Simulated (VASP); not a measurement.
Given:

```yaml
crystal:
  lattice:
    - [4.10528, 0.00000, 0.00000]
    - [0.00000, 4.10528, 0.00000]
    - [0.00000, 0.00000, 4.10528]
  atoms:
    - { symbol: Sc, position: [0.00000, 0.00000, 0.00000] }
    - { symbol: Al, position: [0.00000, 0.50000, 0.50000] }
    - { symbol: Al, position: [0.50000, 0.00000, 0.50000] }
    - { symbol: Al, position: [0.50000, 0.50000, 0.00000] }
```

All values below come from PBE GGA with D3 dispersion (zero damping), VASP's PBE PAW potentials (set 64) (plane waves; VASP). Run with 520 eV cut-off, 8×8×8 Γ-centred mesh, first-order Methfessel-Paxton smearing of 0.10 eV, potentials Sc_sv Al.

Task: Estimate the energy per atom (σ→0), pressure, band gap (on the k-mesh) with the smallest direct gap where there is one.

Result: 
| Item | Result |
|---|---|
| band gap (on the k-mesh) | none (metal, semimetal or under 0.01 eV) |
| energy per atom (σ→0) | -5.053 eV/atom |
| pressure | -2.43 GPa |

Only differences to runs with the same potentials and settings are physical.

The compound is Al3Sc in the L1_2 structure. This cell is one point of a volume scan, at 1.03 of the reference volume.
